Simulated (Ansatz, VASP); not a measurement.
# Hf (Hafnium): VASP beside Ansatz, part 2 of 2

One calculation is typed for both programs; each brings its own data sets. How far apart do they land? The cell is taken from a series of runs on this material, whose earlier steps may have relaxed, scaled, displaced or heated it; both programs get it as it stands.

VASP 6.6.1 and Ansatz 0.2.0.

So far: The starting structure; VASP: zone-centre phonons, LDA.

**3. Ansatz: zone-centre phonons, LDA**

Level of this step: Ansatz beside VASP: Kohn-Sham DFT, plane waves, LDA (Ansatz).

Ansatz runs on its PAW soft_1 files.

The same cell, functional (in two slightly different forms), mesh and smearing now go to Ansatz, which takes its cutoff from its data sets.

Input file input.yaml:

```yaml
crystal:
  lattice:
    - [3.027274434, 0.0, 0.0]
    - [-1.513637217, 2.6216965641, 0.0]
    - [0.0, 0.0, 4.8288181854]
  atoms:
    - { symbol: Hf, position: [0.3333333333, 0.6666666667, 0.25] }
    - { symbol: Hf, position: [0.6666666667, 0.3333333333, 0.75] }
kpoints:
  mp_grid: { grid: [15, 15, 8] }
hamiltonian:
  xc: lda
  pseudopotentials: { kind: paw, azcp: { folder: soft_1 }, xc_functional: pbe }
scf:
  occupations: { method: methfessel_paxton, width: 0.2 }
output:
  eigenvalues: true
phonons:
  method: dfpt
```

The run is started by

```sh
ansatz run input.yaml --threads 4 --pin off --max-ram 10240MiB --backend cpu --events-out ev --progress --plain --runs-dir out
```

Numbers of over 12 decimals in the logs are rounded to 6 here.

The log of the run:

```text
zone centre: on kpoints.mp_grid the ground state, and the responses unless they are solved on pairs of k-points, stand on 320 of the mesh's 1800 k-points, reduced under 4 symmetry operations, with k and −k counted as one. Each operation leaves every solved displacement unchanged or reverses it
Engine: ansatz 0.2.0, x86_64-unknown-linux-gnu
Pseudopotentials: kind: paw
Pseudopotential: Hf, paw, valence charge 26, recommended cutoff 420 eV (normal), soft_1/Hf.paw.azcp
Functional definition: SPW92
  exchange = slater_x
  correlation = pw_c
Crystal: 2 atoms, lattice volume = 38.324 Å³
Basis set: ecut = 420 eV, 725 PW (Γ), exchange–correlation on 48×48×72 points (8 copies of the dense FFT grid, shifted against one another)
Bands: 32, of which v1, the nominal top of the filled ones, is band 26 counted from 1 (25 counted from 0)
Symmetry: 24 space group operations
k-points: 320 of 1800 (irreducible under 4 space group operations, time reversal used)
Non-local potential: Hf, projectors of the file, l = 0: 3, l = 1: 2, l = 2: 2, l = 3: 3
PAW form: soft (Blöchl's): semilocal exchange-correlation on the pseudo side does not see the compensation charge
PAW frozen core: Hf, regenerated for the run's functional, and the local potential with it (the file was generated under x = pbe(κ = 0.804, μ = 0.219515), c = pbe(β = 0.066725))
PAW one-centre angular grid: Hf, 590 points (default); XC on 64 Gauss nodes
Initial density: superposition of atomic densities (chi_scale 0.1, normalization cell)
Initial wavefunctions: pseudopotential atomic-orbital guess
Functional: x = slater, c = lda
SCF iter   1: F=—  HF=-30955.083267 eV  |F-HF|=—  |Δ(HF+E_count)|=         —  Δρ=3.54e-2  dr2=5.27e-1  ethr=3.10e-3  ⟨swp⟩=5.6  Hψ=37432  notcnv=0
preconditioner: auto → Kerker (q_TF=auto, 2.871 Å⁻¹)  [metal: Δε(μ)=0.005 eV  Ē_g=17.054 eV  σ=0.200 eV  W_gap=0.02  n_scr=22 (ndim 8)  ℏωp=41.6 eV  f_vac=0.000  D(μ)=1.52/eV (n_scr^D=10)]
SCF iter   2: F=—  HF=-30954.952148 eV  |F-HF|=—  |Δ(HF+E_count)|=   1.31e-1  S|Δr|=    0.00e0  Δρ=2.13e-2  dr2=1.93e-1  ethr=1.01e-3  ⟨swp⟩=2.9  Hψ=20478  notcnv=0  defer=144
SCF iter   3: F=—  HF=-30954.901937 eV  |F-HF|=—  |Δ(HF+E_count)|=   5.02e-2  S|Δr|=    0.00e0  Δρ=8.55e-3  dr2=3.17e-2  ethr=3.71e-4  ⟨swp⟩=2.0  Hψ=15939  notcnv=0  defer=151
SCF iter   4: F=—  HF=-30954.870984 eV  |F-HF|=—  |Δ(HF+E_count)|=   3.10e-2  S|Δr|=    0.00e0  Δρ=3.52e-3  dr2=2.16e-3  ethr=6.09e-5  ⟨swp⟩=2.2  Hψ=18498  notcnv=0  defer=151
SCF iter   5: F=—  HF=-30954.871784 eV  |F-HF|=—  |Δ(HF+E_count)|=   7.99e-4  S|Δr|=    0.00e0  Δρ=8.62e-4  dr2=2.21e-4  ethr=4.16e-6  ⟨swp⟩=3.1  Hψ=16439  notcnv=0  defer=151
SCF iter   6: F=—  HF=-30954.871988 eV  |F-HF|=—  |Δ(HF+E_count)|=   2.04e-4  S|Δr|=    0.00e0  Δρ=1.46e-4  dr2=6.05e-6  ethr=4.24e-7  ⟨swp⟩=2.7  Hψ=19017  notcnv=0  defer=151
SCF iter   7: F=—  HF=-30954.872002 eV  |F-HF|=—  |Δ(HF+E_count)|=   1.41e-5  S|Δr|=    0.00e0  Δρ=2.66e-5  dr2=2.57e-7  ethr=1.16e-8  ⟨swp⟩=3.9  Hψ=22493  notcnv=0  defer=151
SCF iter   8: F=—  HF=-30954.872000 eV  |F-HF|=—  |Δ(HF+E_count)|=   1.76e-6  S|Δr|=    0.00e0  Δρ=5.49e-6  dr2=1.20e-8  ethr=4.93e-10  ⟨swp⟩=3.3  Hψ=22438  notcnv=0  defer=180
SCF iter   9: F=—  HF=-30954.872000 eV  |F-HF|=—  |Δ(HF+E_count)|=   2.00e-9  S|Δr|=    0.00e0  Δρ=9.03e-7  dr2=2.45e-10  ethr=2.30e-11  ⟨swp⟩=3.1  Hψ=19679  notcnv=0  defer=180
SCF iter  10: F=-30954.872000 eV  HF=-30954.872000 eV  |F-HF|=0.00e0  |Δ(HF+E_count)|=  1.67e-10  S|Δr|=    0.00e0  Δρ=1.83e-7  dr2=9.29e-12  ethr=1.00e-12  ⟨swp⟩=5.5  Hψ=127338  notcnv=0
SCF 1 converged in 10 iterations: F = -30954.872000 eV  dr2 = 9.29e-12
  Residual-converged pass: ⟨swp⟩=1.1  Hψ=11787  notcnv=0  max |occ|·‖R‖ = 7.1e-9 eV (tolerance 1.0e-8 eV)  dr2=9.29e-12  dr2_onsite=7.53e-12  max |Δocc| = 7.3e-13
  greatest PAW one-centre occupation: 0.998 electrons in one spin orbital (limit 2), on the Hf atom at site 1 (counted from 0), in its partial waves of l = 3
DFPT response loops at Γ: preconditioner auto → Kerker (q_TF=auto, 2.871 Å⁻¹) (partly filled bands, converged f_vac=0.000); β = 1.00, the filter's whole step (`scf.mixing.beta` (0.50) is not read by the response loops under this deck's `scf.mixing.preconditioner`; to damp them name `kerker` or `kerker_dos`, under which they read `scf.mixing.beta`, and type it under 1.00, their step now; both keys bind the ground state too); Broyden in place of MSR1
SCF converged after 10 iterations
Stability not checked: this state was not tested for a lower state beside it, because cold or Methfessel-Paxton smearing, or corrected tetrahedra, fill the levels in a way that the test cannot read (fill_not_monotonic; see scf.lower_state_search)
Free energy (F): -30954.872000 eV
Harris-Foulkes:  -30954.872000 eV  (|F-HF|=0.00e0)
Internal energy: -30954.873067 eV  (E = F + TS)
E sigma→0 (E₀):  -30954.872267 eV
Entropy (-TS):   0.001067 eV (0.533 meV/atom)
Fermi energy:    21.180938 eV
Step filling:    the computed levels leave a gap of 0.0000 eV = 0.0 smearing widths at the electron count; against every level under it full and every level over it empty, smearing changes F+E_penalty+E_count by +0.323 meV and its σ→0 estimate by +0.056 meV
--- Per-component energies (eV) ---
  E_band       = 149.490661
  E_kinetic    = 832.853774
  E_local      = -11800.749266  (includes V_loc(G=0)·N_el)
  E_nonlocal   = 142.611258
  E_hartree    = 5813.278559
  E_xc         = -533.908418
  E_vxc        = -516.468337  (∫ρ·V_xc dr)
  E_paw        = -14908.731524  (= ΣΔE_a)
  E_vpaw       = -135.314107  (= ΣTr[D̂ρ^β])
  E_aug_tail   = 0.000223  (compensation charges beyond the density's cutoff)
  E_ewald      = -10505.141849
  E_core_change = 4.914176  (= ΣΔE_core)
  E_smearing   = 0.001067  (= −TS)
  E_closure    = 0.000000  (closes the sum)
  Σ components = -30954.872000   (vs F -30954.872000, Δ=0.00e0)
--- Band table (eV; the first three rows and the last of 320) ---
  k-point 0: bands = [... 22 lower, 13.2962, 16.8981, 22.2760, 22.2760, 22.5056, 22.5104, 23.2469, 23.2469, ... 2 higher]
  k-point 1: bands = [... 22 lower, 13.4688, 16.8671, 22.1845, 22.1845, 22.2035, 22.3704, 23.1083, 23.1083, ... 2 higher]
  k-point 2: bands = [... 22 lower, 13.9620, 16.7076, 21.5926, 22.0028, 22.0519, 22.0519, 22.7832, 22.7832, ... 2 higher]
  k-point 319: bands = [... 22 lower, 17.9686, 17.9686, 20.2741, 20.2741, 21.1611, 21.1611, 23.5285, 23.5285, ... 2 higher]
--- Phonons (Γ-DFPT): 2 representative perturbations + reference, on 320 of 1800 k-points (Σ response iterations 6) ---
  k mesh reduced under 4 symmetry operations, with k and −k counted as one. Each operation leaves every solved displacement unchanged or reverses it
  ASR residual: 3.061e-5 → 0.000e0 eV/Å²; symmetrization residual: 2.625e-12 eV/Å²
  ASR residual per site (eV/Å²): 3.06e-5 3.06e-5
  Γ frequencies (cm⁻¹): 0.00 0.00 0.00 62.60 62.60 145.30
  non-analytic LO–TO correction: not included (Born effective charges unavailable; polar crystals: no LO–TO splitting at Γ)
```

In the SCF lines HF is the Harris–Foulkes energy and dr2 the Hartree energy of the density residual, in eV; the loop may stop once dr2 is under the threshold and the program's other checks hold. Hψ counts applications of the Hamiltonian.

**4. Comparison**

Known differences besides the potentials themselves: the data sets hold 52 valence electrons in Ansatz (on its PAW soft_1 files) and 20 in VASP; the cutoff is 420 eV in Ansatz and 500 eV in VASP; VASP's log shows a relativistic correction to its local exchange, Ansatz's none. Total energies have different zeros and are not compared.

Compared:

```csv
quantity,Ansatz,VASP,difference
optical mode 1 to 2 (cm⁻¹),62.6,61.5,+1.81 %
optical mode 3 (cm⁻¹),145.3,145.9,-0.43 %
```

Modes are paired by rising frequency, not by their patterns, so a pair may set unlike modes beside each other; they are those without the splitting of longitudinal modes.

**5. Results**

```json
{"r.m.s. difference of the optical zone-centre modes, each program's sorted by frequency (zone-centre phonons, LDA)": "0.98 cm⁻¹", "difference in optical mode 1 to 2 (zone-centre phonons, LDA)": "+1.8 %"}
```

The r.m.s. difference of the optical zone-centre modes, each program's sorted by frequency is 0.98 cm⁻¹ (zone-centre phonons, LDA). The data sets hold unlike numbers of valence electrons (52 in Ansatz and 20 in VASP), so part of the differences comes from the potentials. Among the rows given in per cent, the largest difference of the zone-centre phonons, LDA pair is in optical mode 1 to 2, +1.8 %. How closely two codes agree says nothing of how well the functional describes the real material.

[Lines on the potential files, build, host, timing and source positions are cut from VASP's logs without a mark.]

[Logs are printed without paths, hosts, clocks, repeated set-up lines and the standing remarks that a program may print on its own settings, such as how far it seeks lower states.]

[Hosts, paths, dates, database ids (printed as entryN), source tags and the programs' standing remarks are cut or masked in the printed files.]
